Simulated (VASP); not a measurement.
Computed with vdW-DF2, VASP's PBE PAW potentials (set 64) (plane waves; VASP).

A VASP calculation is set up with these files.

### KPOINTS
```
Automatic mesh
0
Gamma
6 6 6
```

**INCAR**
```
SYSTEM = KMgF3
PREC = Accurate; ENCUT = 520; LREAL = F
LASPH = T
EDIFF = 1E-7; NELM = 100; ALGO = Normal
ISMEAR = -5
GGA = ML; LUSE_VDW = T; AGGAC = 0.0
ZAB_VDW = -1.8867
ISIF = 2
LWAVE = F; LCHARG = T; LORBIT = 11
NEDOS = 601
LEFG = T
```

File POSCAR:
```
KMgF3
4.0496670
  0.9999999661   0.0000000000   0.0000000000
  0.0000000000   0.9999999661   0.0000000000
  0.0000000000   0.0000000000   0.9999999661
K Mg F
1 1 3
Cart
  0.0000000000   0.0000000000   0.0000000000
  0.4999999830   0.4999999830   0.4999999830
  0.4999999830   0.0000000000   0.4999999830
  0.0000000000   0.4999999830   0.4999999830
  0.4999999830   0.4999999830   0.0000000000
```

POTCAR, in this order: K_sv Mg F (PBE.64 set). Program: vasp_std.

Task: What does the run give for the energy per atom (σ→0), band gap (on the k-mesh)?

Result: 
```yaml
energy per atom (σ→0): -3.348 eV/atom
band gap (on the k-mesh): 6.96 eV
```

### OSZICAR
```
...
DAV:   7    -0.167945267260E+02    0.41495E-01   -0.32652E-01  1024   0.413E+00    0.260E+00
DAV:   8    -0.167420605259E+02    0.52466E-01   -0.10210E-01   940   0.323E+00    0.334E-01
DAV:   9    -0.167410670659E+02    0.99346E-03   -0.18093E-02  1068   0.915E-01    0.120E-01
DAV:  10    -0.167411044095E+02   -0.37344E-04   -0.13490E-03  1004   0.255E-01    0.442E-02
DAV:  11    -0.167411148715E+02   -0.10462E-04   -0.96783E-05   984   0.894E-02    0.171E-02
DAV:  12    -0.167411160090E+02   -0.11375E-05   -0.27681E-06  1124   0.161E-02    0.141E-03
DAV:  13    -0.167411160575E+02   -0.48543E-07   -0.74992E-08   712   0.236E-03
   1 F= -.16741116E+02 E0= -.16741116E+02  d E =0.000000E+00
```

The compound is KMgF3 in the cubic perovskite structure. It was relaxed first.
